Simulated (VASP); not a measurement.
A run of VASP 6.6.1 is set up as follows.

Contents of INCAR:

```
SYSTEM = YScO3
  PREC = Accurate
  ENCUT = 600
  EDIFF = 1E-8
  ISMEAR = 0
  SIGMA = 0.02
  LREAL = .False.
  LASPH = .True.
  NELM = 60
  ALGO = Normal
  ISIF = 2
  LWAVE = .False.
  LCHARG = .False.
  LEPSILON = .True.
  IBRION = 8
  NSW = 1
```

File KPOINTS:

```
Automatic mesh
0
Gamma
  3 3 1
  0 0 0
```

File POSCAR:

```
YScO3
1.0
    3.5236600000      0.0000000000      0.0000000000
   -1.7618300000      3.0515800000      0.0000000000
    0.0000000000      0.0000000000     12.0616300000
Y Sc O
2 2 6
Direct
    0.0000000000      0.0000000000      0.5000000000
    0.0000000000      0.0000000000      0.0000000000
    0.6666700000      0.3333300000      0.7500000000
    0.3333300000      0.6666700000      0.2500000000
    0.6666700000      0.3333300000      0.5816900000
    0.6666700000      0.3333300000      0.9183100000
    0.0000000000      0.0000000000      0.7500000000
    0.0000000000      0.0000000000      0.2500000000
    0.3333300000      0.6666700000      0.4183100000
    0.3333300000      0.6666700000      0.0816900000
```

Potentials or basis: VASP PAW LDA potentials, release 64 (Y_sv, Sc_sv, O).

The run is started by

```sh
$ cat potpaw_LDA.64/Y_sv/POTCAR potpaw_LDA.64/Sc_sv/POTCAR potpaw_LDA.64/O/POTCAR > POTCAR
$ mpirun -np 1 vasp_std > vasp.out
```

**Question.** Estimate the electronic dielectric tensor (diagonal).

**Answer.** 4.44, 4.44, 4.45.

**Question.** What does it give for the Born charges (mean of the diagonal)?

**Answer.** Y +3.95; Sc +3.70; O -2.65, -2.35 e.

**Question.** Predict the band gap on the k mesh.

**Answer.** 3.15 eV, direct.

**Question.** What does it give for the highest phonon frequency at Γ, LO-TO splitting left out?

**Answer.** 704 cm⁻¹.

Phonon frequencies in cm⁻¹ (negative: imaginary):
```csv
q point,frequencies
"(0.000, 0.000, 0.000)",-3 -1 -1 91 92 105 113 114 135 135 157 179 320 321 330 330 404 407 413 414 421 421 455 523 524 524 525 642 644 704
```

Caveat: the k mesh is coarse (spacing up to 0.69 Å⁻¹), so the values aren't converged; an odd mesh through Γ misses points on the zone boundary, where band edges often lie.
